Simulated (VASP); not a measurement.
# AlRh (Pm-3m) under uniaxial stress along [001]

How do stress and energy of AlRh follow uniaxial stress along [001]?

Method: PBEsol; plane waves and PAW (Rh_pv, Al); cell typed or built by script, in the first sound run; inputs show where later runs differ, in VASP 6.6.1.

## Step 1: The structure

Symmetry: Pm-3m, No. 221, cubic system. Conventional cell: a = 2.970 Å, b = 2.970 Å, c = 2.970 Å, α = 90.00°, β = 90.00°, γ = 90.00°. Rh has 8 Al at 2.57 Å nearest. Al has 8 Rh at 2.57 Å nearest. Farther neighbours are not listed.

As a file:

```
Rh Al
1.0
     2.97000    0.00000    0.00000
     0.00000    2.97000    0.00000
     0.00000    0.00000    2.97000
Rh Al
1 1
Direct
  0.00000 0.00000 0.00000
  0.50000 0.50000 0.50000
```

## Step 2: Relax the crystal, PBEsol

The series starts from the cell that this level prefers, so that zero strain is near zero stress.

Level: PBEsol; plane waves and PAW (Rh_pv, Al); cell typed or built by script.

INCAR reads:

```
SYSTEM = AlRh
PREC = Accurate
ENCUT = 450
EDIFF = 1E-07
NELM = 120
ISMEAR = 1
SIGMA = 0.15
LREAL = .FALSE.
ALGO = Normal
GGA = PS
NBANDS = 15
LASPH = .TRUE.
LORBIT = 11
LWAVE = .FALSE.
LCHARG = .FALSE.
KPAR = 8
IBRION = 2
NSW = 40
ISIF = 3
EDIFFG = -0.005
POTIM = 0.4
```

POSCAR reads:

```
AlRh
1.0
    2.9700000000      0.0000000000      0.0000000000
    0.0000000000      2.9700000000      0.0000000000
    0.0000000000      0.0000000000      2.9700000000
Rh Al
1 1
Direct
    0.0000000000      0.0000000000      0.0000000000
    0.5000000000      0.5000000000      0.5000000000
```

KPOINTS reads:

```
Automatic mesh
0
Gamma
17 17 17
0 0 0
```

The projector-augmented-wave data sets are Rh_pv and Al (PBE family, release 64).

Command:

```bash
> mpirun -np 8 vasp_std
```

The program printed:

```text
[banner, memory and clock lines left out]
running    8 mpi-ranks, on    1 nodes
[...]
|                                                                             |
|           W    W    AA    RRRRR   N    N  II  N    N   GGGG   !!!           |
|           W    W   A  A   R    R  NN   N  II  NN   N  G    G  !!!           |
|           W    W  A    A  R    R  N N  N  II  N N  N  G       !!!           |
|           W WW W  AAAAAA  RRRRR   N  N N  II  N  N N  G  GGG   !            |
|           WW  WW  A    A  R   R   N   NN  II  N   NN  G    G                |
|           W    W  A    A  R    R  N    N  II  N    N   GGGG   !!!           |
|                                                                             |
|     For optimal performance we recommend to set                             |
|       NCORE = 2 up to number-of-cores-per-socket                            |
|     NCORE specifies how many cores store one orbital (NPAR=cpu/NCORE).      |
|     This setting can greatly improve the performance of VASP for DFT.       |
[...]
DAV:   6    -0.144090395532E+02    0.24043E-06   -0.53847E-07  5769   0.812E-03    0.109E-03
DAV:   7    -0.144090394782E+02    0.74986E-07   -0.14317E-08  2874   0.126E-03
   2 F= -.14409039E+02 E0= -.14409218E+02  d E =0.941606E-05
 trial-energy change:    0.000009  1 .order    0.000005   -0.000277    0.000286
 step:   0.4790(harm=  0.4918)  dis= 0.00000  next Energy=   -14.409115 (dE=-0.658E-04)
[...]
N       E                     dE             d eps       ncg     rms          rms(c)
DAV:   1    -0.144111197657E+02   -0.20802E-02   -0.21867E-02  4950   0.194E+00    0.359E-01
DAV:   2    -0.144094876797E+02    0.16321E-02   -0.95211E-03  4978   0.118E+00    0.154E-01
DAV:   3    -0.144091220727E+02    0.36561E-03   -0.80690E-04  5006   0.353E-01    0.293E-02
DAV:   4    -0.144091139490E+02    0.81237E-05   -0.39594E-05  5566   0.429E-02    0.578E-03
DAV:   5    -0.144091142866E+02   -0.33763E-06   -0.86387E-07  5573   0.808E-03    0.380E-03
DAV:   6    -0.144091146548E+02   -0.36817E-06   -0.13627E-07  4953   0.414E-03    0.545E-04
DAV:   7    -0.144091146980E+02   -0.43256E-07   -0.50801E-09  2552   0.744E-04
   3 F= -.14409115E+02 E0= -.14409286E+02  d E =-.658038E-04
[...]
reached required accuracy - stopping structural energy minimisation
```

The job ended after 11 s (8 MPI ranks of AMD EPYC 9R45, shared host; peak memory 1.4 GiB).

The logs omit lines about the potential files and the build; timing stands in the text.

OUTCAR, selected parts (step 2):

```text
  Total        0.0011697      0.0011697      0.0011697      0.0000000      0.0000000     -0.0000000
  in kB        0.0713956      0.0713956      0.0713956      0.0000000      0.0000000     -0.0000000
  external PRESSURE =       0.0713956 kB  Pullay stress =       0.0000000 kB

 POSITION                                       TOTAL-FORCE (eV/Angst)
 -----------------------------------------------------------------------------------
      0.00000      0.00000      0.00000        -0.000000      0.000000      0.000000
      1.48595      1.48595      1.48595         0.000000     -0.000000      0.000000
 -----------------------------------------------------------------------------------
    total drift:                                0.000000      0.000000      0.000000

  FREE ENERGIE OF THE ION-ELECTRON SYSTEM (eV)
  ---------------------------------------------------
  free  energy   TOTEN  =       -14.4091146980 eV

  energy  without entropy=      -14.4096272771  energy(sigma->0) =      -14.40928556

 reached required accuracy - stopping structural energy minimisation

[... 3 further parts left out ...]
[key lines of the parts left out:]
E-fermi :  11.6700
```

This run gave:

```
energy(sigma→0) of the program : -14.4093 eV
stress, compression positive   : xx, yy, zz 0.01, 0.01, 0.01 GPa
volume                         : 26.248 Å³
ionic steps                    : 3
```

## Step 3: Strain across the axis, PBEsol

One member in full: the axis is strained by -1.5 %, and the two directions across it are strained alike until their mean stress is under 0.012 GPa or five steps are spent.

This step took 3 runs, each at a new trial strain with the atoms of the one before; the last is shown.

Level: PBEsol; plane waves and PAW (Rh_pv, Al); cell typed or built by script.

Changes to INCAR since step 2:

```diff
@@ -15,7 +15,7 @@
 LCHARG = .FALSE.
-KPAR = 8
-IBRION = 2
-NSW = 40
-ISIF = 3
-EDIFFG = -0.005
-POTIM = 0.4
+KPAR = 2
+IBRION = 1
+NSW = 25
+ISIF = 2
+EDIFFG = -0.004
+POTIM = 0.3
```

POSCAR reads:

```
AlRh
1.0
    2.9847439300      0.0000000000      0.0000000000
    0.0000000000      2.9847439300      0.0000000000
    0.0000000000      0.0000000000      2.9273196530
Rh Al
1 1
Direct
    0.0000000000      0.0000000000      0.0000000000
    0.5000000000      0.5000000000      0.5000000000
```

KPOINTS is that of step 2.

Command:

```bash
> mpirun -np 2 vasp_std
```

The program printed:

```text
[banner, memory and clock lines left out]
running    2 mpi-ranks, on    1 nodes
[...]
[... a notice as in an earlier step ...]

 LDA part: xc-table for (Slater+PW92), standard interpolation
 POSCAR, INCAR and KPOINTS ok, starting setup
[...]
entering main loop
       N       E                     dE             d eps       ncg     rms          rms(c)
DAV:   1     0.115534646729E+03    0.11553E+03   -0.97298E+03 12438   0.108E+03
DAV:   2    -0.131787149818E+02   -0.12871E+03   -0.12396E+03 14460   0.309E+02
DAV:   3    -0.150461415982E+02   -0.18674E+01   -0.18647E+01 14285   0.404E+01
DAV:   4    -0.150604294197E+02   -0.14288E-01   -0.14287E-01 14572   0.373E+00
[...]
DAV:  11    -0.144036260717E+02    0.18705E-05   -0.26566E-06 14971   0.191E-02    0.530E-03
DAV:  12    -0.144036256240E+02    0.44776E-06   -0.87754E-08 10099   0.277E-03    0.406E-04
DAV:  13    -0.144036255825E+02    0.41495E-07   -0.96924E-09  7496   0.799E-04
   1 F= -.14403626E+02 E0= -.14403833E+02  d E =-.144036E+02
 BRION: g(F)=  0.000E+00 g(S)=  0.000E+00
 reached required accuracy - stopping structural energy minimisation
```

Run time: 32 s. Hardware: 2 MPI ranks; peak memory 0.43 GiB; 59 s of CPU time.

From OUTCAR (step 3):

```text
  Total       -0.0000175     -0.0000175      0.7200939      0.0000000      0.0000000      0.0000000
  in kB       -0.0010760     -0.0010760     44.2400318      0.0000000      0.0000000      0.0000000
  external PRESSURE =      14.7459600 kB  Pullay stress =       0.0000000 kB

 POSITION                                       TOTAL-FORCE (eV/Angst)
 -----------------------------------------------------------------------------------
      0.00000      0.00000      0.00000         0.000000      0.000000      0.000000
      1.49237      1.49237      1.46366         0.000000      0.000000      0.000000
 -----------------------------------------------------------------------------------
    total drift:                                0.000000      0.000000      0.000000

  FREE ENERGIE OF THE ION-ELECTRON SYSTEM (eV)
  ---------------------------------------------------
  free  energy   TOTEN  =       -14.4036255825 eV

  energy  without entropy=      -14.4042481952  energy(sigma->0) =      -14.40383312

[... 1 part as in an earlier step ...]

[... 3 further parts left out ...]
[key lines of the parts left out:]
E-fermi :  11.7692
```

Numbers from this step:

| Quantity | Value |
| --- | --- |
| energy(sigma→0) of the program | -14.4038 eV |
| stress, compression positive | xx, yy, zz 0.00, 0.00, 4.42 GPa |
| ionic steps | 1 |

## Step 4: The table

The other members went through these steps as far as the tables show, with the same cutoff and, step by step, the same mesh; 25 runs are not shown. The session took 0.47 core hours (wall time by ranks) on a shared machine.

| strain along the axis (%) | strain across the axis (%) | stress along the axis, tension positive (GPa) | energy above the unstrained row, extrapolated to no smearing (meV/atom) |
| --- | --- | --- | --- |
| -2.000 | 0.581 | -6.002 | 4.925 |
| -1.500 | 0.432 | -4.424 | 2.751 |
| -1.000 | 0.287 | ? | ? |
| -0.500 | 0.144 | -1.428 | 0.316 |
| 0 | 0.004 | 0.000 | 0.000 |
| 0.500 | -0.140 | 1.328 | 0.254 |
| 1.000 | -0.293 | 2.439 | 1.055 |
| 1.500 | -0.465 | 3.217 | 2.280 |
| 2.000 | -0.650 | 3.737 | 3.731 |

## Step 5: Stress from the known rows

A least-squares parabola through the 8 rows shown, with e the strain in %: stress = − 0.2935 e² + 2.499 e + 0.05970 (GPa), r.m.s. residual 0.12 GPa.

At e = -1 this predicts -2.733 GPa.

## Step 6: The withheld row

The calculation gives -2.902 GPa, so the prediction is 0.169 GPa too high, within twice the residual of the fit.

Slopes at zero strain, from cubics through all rows: strain ratio -0.285, stress over strain 274 GPa.

## Step 7: Summary of results

```yaml
error_of_the_predicted_stress: 0.169 GPa
poisson_ratio: 0.285
young_s_modulus_along_the_axis: 274 GPa
```

What this shows: As a check, the curvature of the energy gives 284 GPa for the same modulus (energy per volume = E/2 × strain²), 4 % from the slope of the stress; these energies are extrapolated to no smearing, while the stress belongs to the free energy, so part of the difference may come from that. These are static values: temperature and zero-point motion are left out. In a metal the slopes also depend on mesh and smearing, which were held through the series.

[Lines on the potential files, build, host, timing and source positions are cut from VASP's logs without a mark.]

[Logs are printed without paths, hosts, clocks, repeated set-up lines and the standing remarks that a program may print on its own settings, such as how far it seeks lower states.]

[Hosts, paths, dates, database ids (printed as entryN), source tags and the programs' standing remarks are cut or masked in the printed files.]

[In band tables of VASP the shares of atoms and orbitals are scaled to a sum of 1 inside the atoms' spheres.]
